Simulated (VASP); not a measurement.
Input:

```
Tb
1.0
    1.80000    -3.11769     0.00000
    1.80000     3.11769     0.00000
    0.00000     0.00000     5.69000
Tb
2
Cartesian
  1.80000   1.03923   1.42250
  1.80000  -1.03923   4.26750
```

The numbers are results of optB86b-vdW, VASP's PBE PAW potentials (set 64) (plane waves; VASP), not measurements. Settings: 520 eV cut-off, 11×11×6 Γ-centred mesh, first-order Methfessel-Paxton smearing of 0.10 eV, potentials Tb_3.

The 4f electrons are frozen in the core of the lanthanide potential, so 4f levels, which can set the real gap, and their magnetism are missing. Energy and stress use the plane-wave basis of the starting cell.

### Question
The ions, cell shape and volume are relaxed. Give the cell that the relaxation ends in.

### Answer

```
Tb
1.0
    1.78934    -3.09922     0.00000
    1.78934     3.09922     0.00000
    0.00000     0.00000     5.58988
Tb
2
Cartesian
  1.78934   1.03308   1.39747
  1.78934  -1.03308   4.19241
```
Space group P6_3/mmc (194), at a tolerance of 0.03 Å.

### Question
How do energy and volume change from the first to the last step?

### Answer
The energy (σ→0) changes by -4.4 meV/atom and the volume by -2.9 %, in 6 ionic steps.

The compound is Tb in the hcp structure. This run relaxes it. Symmetry was kept, so distortions that lower it aren't found.
